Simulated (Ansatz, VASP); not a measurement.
# Cross-check of WC (Qusongite) between VASP and Ansatz, part 2 of 2

One calculation is typed for both programs; each brings its own data sets. How far apart do they land? The structure shown is the end of the Ansatz relaxation below.

VASP 6.6.1 and Ansatz 0.2.0.

So far: Starting point; Ansatz: relaxation, LDA; VASP: single point, LDA, pair 1; Differences; VASP: single point, LDA, pair 2.

## Step 6: VASP: single point, LDA, pair 2 (continued)

Level of this step: LDA; plane waves and PAW (C, W) (VASP).

Numbers of over 12 decimals in the logs are rounded to 6 here.

OUTCAR, selected parts (step 6):

```text
  Total       -4.2311743     -4.2311743     -0.0638690     -0.0000000      0.0000000     -0.0000000
  in kB     -313.8296830   -313.8296830     -4.7372142     -0.0000000      0.0000000     -0.0000000
  external PRESSURE =    -210.7988601 kB  Pullay stress =       0.0000000 kB

 POSITION                                       TOTAL-FORCE (eV/Angst)
 -----------------------------------------------------------------------------------
      1.49964      0.86582      1.38638        -0.000000     -0.000000      0.000000
      0.00000      0.00000      0.00000         0.000000      0.000000      0.000000
 -----------------------------------------------------------------------------------
    total drift:                               -0.000000      0.000000      0.000000

  FREE ENERGIE OF THE ION-ELECTRON SYSTEM (eV)
  ---------------------------------------------------
  free  energy   TOTEN  =       -24.6429678515 eV

  energy  without entropy=      -24.6426690770  energy(sigma->0) =      -24.64286826

[... 1 part as in an earlier step ...]

[... 2 further parts left out ...]
[key lines of the parts left out:]
E-fermi :   7.8670
```

The run ends at a pressure of -21.08 GPa.

## Step 7: Comparison

What differs besides the data sets and the points named for the pairs above, as far as they apply: the data sets hold 18 valence electrons in Ansatz (on its PAW soft_1 files) and 10 in VASP. Total energies have different zeros and are not compared.

Both answers:

| quantity | Ansatz | VASP | difference |
| --- | --- | --- | --- |
| pressure (GPa) | -20.92 | -21.08 | +0.16 |

## Step 8: Ansatz: relaxation, LDA

This run makes the geometry at which the two programs are then compared. The cell compared in this pair holds 18.99 Å³, against 21.60 Å³ for the pair before.

The structure compared here is the end of the Ansatz relaxation.

Contents of input.yaml:

```yaml
crystal:
  lattice:
    - [2.7685721112, 0.0, 0.0]
    - [-1.3842860556, 2.3976537805, 0.0]
    - [0.0, 0.0, 2.8475700505]
  atoms:
    - { symbol: C, position: [0.6666666667, 0.3333333333, 0.5] }
    - { symbol: W, position: [0.0, 0.0, 0.0] }
kpoints:
  mp_grid: { grid: [18, 18, 16] }
hamiltonian:
  xc: lda
  pseudopotentials: { kind: paw, azcp: { folder: soft_1 }, xc_functional: pbe }
scf:
  occupations: { method: methfessel_paxton, width: 0.2 }
output:
  forces: true
  stress: true
  eigenvalues: true
relax:
  adjacent_minimum: "off"
  f_tol: 0.001
  max_steps: 60
  cell: { stress_tol: 0.01, fix: [a, b, gamma] }
```

Command:

```
ansatz run input.yaml --threads 4 --pin off --max-ram 10240MiB --backend cpu --events-out ev --progress --plain --runs-dir out
```

Output:

```text
[...]
Crystal: 2 atoms, lattice volume = 18.902 Å³
Basis set: ecut = 420 eV, 393 PW (Γ)
Bands: 13, of which v1, the nominal top of the filled ones, is band 9 counted from 1 (8 counted from 0)
Symmetry: 12 space group operations
[...]
k-points: 333 of 5184 (time reversal used)
[...]
--- Relaxed structure (5 steps of the walk, 5 accepted, 2 SCFs on fresh bases) ---
[...]
cell:  # Å, volume = 18.9889 Å³
    - [2.768572, 0, -2.343554182762812e-19]
    - [-1.384286, 2.397654, 1.171777091381409e-19]
    - [-2.4104247368432995e-19, 0, 2.860597]
  atoms:
    - { symbol: C, position: [0.666667, 0.333333, 0.500000] }
    - { symbol: W, position: [-3.700743415524894e-17, 0, 0] }
[key lines of the parts left out:]
SCF converged after 3 iterations
Free energy (F): -10373.969871 eV
Fermi energy:    22.297838 eV
P = ⅓ Tr σ = 29.7422 GPa (297.422 kbar)
```

## Step 9: VASP: single point, LDA, pair 3

The same cell, functional (in two slightly different forms), mesh and smearing now go to VASP, with its own data sets.

Contents of INCAR:

```
SYSTEM = WC
PREC = Accurate
ENCUT = 600
EDIFF = 1E-06
NELM = 120
ISMEAR = 1
SIGMA = 0.2
LREAL = .FALSE.
ALGO = Normal
GGA = CA
NBANDS = 11
LASPH = .TRUE.
LORBIT = 11
LWAVE = .FALSE.
LCHARG = .FALSE.
ISIF = 2
GGA_COMPAT = .FALSE.
KPAR = 2
```

Contents of POSCAR:

```
WC
1.0
    2.7685721112      0.0000000000      0.0000000000
   -1.3842860556      2.3976537805      0.0000000000
    0.0000000000      0.0000000000      2.8605967560
C W
1 1
Direct
    0.6666666667      0.3333333333      0.5000000000
    0.0000000000      0.0000000000      0.0000000000
```

Contents of KPOINTS:

```
Automatic mesh
0
Gamma
18 18 16
0 0 0
```

The projector-augmented-wave data sets are C and W (LDA family, release 64).

Command:

```
mpirun -np 2 vasp_std
```

Output:

```text
[... set-up lines as in an earlier step ...]
 entering main loop
       N       E                     dE             d eps       ncg     rms          rms(c)
DAV:   1     0.247517551245E+02    0.24752E+02   -0.55796E+03  7326   0.934E+02
DAV:   2    -0.258704544175E+02   -0.50622E+02   -0.48475E+02  8558   0.207E+02
DAV:   3    -0.276912342015E+02   -0.18208E+01   -0.18063E+01  8874   0.334E+01
DAV:   4    -0.276997063936E+02   -0.84722E-02   -0.84709E-02  8055   0.274E+00
[...]
DAV:  10    -0.245949534107E+02    0.85189E-04   -0.44055E-04  8334   0.171E-01    0.731E-02
DAV:  11    -0.245949488989E+02    0.45117E-05   -0.37037E-05  8682   0.427E-02    0.757E-03
DAV:  12    -0.245949485770E+02    0.32196E-06   -0.21465E-06  4763   0.104E-02
   1 F= -.24594949E+02 E0= -.24595108E+02  d E =0.478019E-03
```

Parts of OUTCAR (step 9):

```text
  Total        5.4131486      5.4131486      0.3217731      0.0000000     -0.0000000      0.0000000
  in kB      456.7321459    456.7321459     27.1494664      0.0000000     -0.0000000      0.0000000
  external PRESSURE =     313.5379194 kB  Pullay stress =       0.0000000 kB

 POSITION                                       TOTAL-FORCE (eV/Angst)
 -----------------------------------------------------------------------------------
      1.38429      0.79922      1.43030         0.000000      0.000000      0.000000
      0.00000      0.00000      0.00000        -0.000000      0.000000      0.000000
 -----------------------------------------------------------------------------------
    total drift:                               -0.000000      0.000000      0.000000

  FREE ENERGIE OF THE ION-ELECTRON SYSTEM (eV)
  ---------------------------------------------------
  free  energy   TOTEN  =       -24.5949485770 eV

  energy  without entropy=      -24.5954265961  energy(sigma->0) =      -24.59510792

[... 1 part as in an earlier step ...]

[... 2 further parts left out ...]
[key lines of the parts left out:]
E-fermi :   9.4356
```

The run ends at a pressure of 31.35 GPa.

## Step 10: Comparison

What differs besides the data sets and the points named for the pairs above, as far as they apply: the data sets hold 18 valence electrons in Ansatz (on its PAW soft_1 files) and 10 in VASP. Total energies have different zeros and are not compared.

The two programs side by side:

| quantity | Ansatz | VASP | difference |
| --- | --- | --- | --- |
| pressure (GPa) | 29.74 | 31.35 | -1.61 |

## Step 11: What came out

```
difference in pressure (single point, LDA, pair 1) : 0.0023 GPa
difference in pressure (single point, LDA, pair 2) : 0.16 GPa
difference in pressure (single point, LDA, pair 3) : -1.6 GPa
```

What this shows: The difference in pressure is -1.6 GPa (single point, LDA, pair 3), beyond the 1 GPa picked in this series as the mark of a large difference. The data sets hold unlike numbers of valence electrons (18 in Ansatz and 10 in VASP), so part of the differences comes from the potentials. What causes the difference of the single point, LDA, pair 3 pair stays open here. 5 further runs of this series are not shown here. Such differences can come from data sets, numerical settings and the points named under the comparisons, not from the functional's error against experiment.

[Lines on the potential files, build, host, timing and source positions are cut from VASP's logs without a mark.]

[Logs are printed without paths, hosts, clocks, repeated set-up lines and the standing remarks that a program may print on its own settings, such as how far it seeks lower states.]

[Hosts, paths, dates, database ids (printed as entryN), source tags and the programs' standing remarks are cut or masked in the printed files.]
